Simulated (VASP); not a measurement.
Input:

```
Se2Te
1.0
    3.88563     0.00000     0.00000
   -1.94281     3.36505     0.00000
    0.00000     0.00000     6.26833
Te Se
1 2
Cartesian
  0.00000   0.00000   0.00000
  0.00000   2.24337   1.57962
  1.94282   1.12168   4.68871
```

Computed with PBE GGA, VASP's PBE PAW potentials (set 64) (plane waves; VASP). Run with PREC = Low, 400 eV cut-off, 6×6×3 Γ-centred mesh, Gaussian smearing of 0.050 eV, potentials Te Se.

Question: Give the force on each atom (eV/Å).

Answer: 
```json
[
 {"atom": "Te1", "Fx": "0.000", "Fy": "0.000", "Fz": "0.000"},
 {"atom": "Se2", "Fx": "0.000", "Fy": "0.000", "Fz": "1.059"},
 {"atom": "Se3", "Fx": "0.000", "Fy": "0.000", "Fz": "-1.059"}
]
```

Question: Give the stress tensor in GPa (positive for a compressed cell).

Answer: 
```
6.64  0.00  0.00
0.00  6.64  0.00
0.00  0.00  6.91
```
The pressure is its mean diagonal, 6.73 GPa.

The structure was generated: TeSe2 was put into the CdI2 type (P-3m1), which need not be its known phase. The cell was not relaxed at this level. The run is one of a series of settings (PREC = Low against the base run), some of them coarse on purpose.
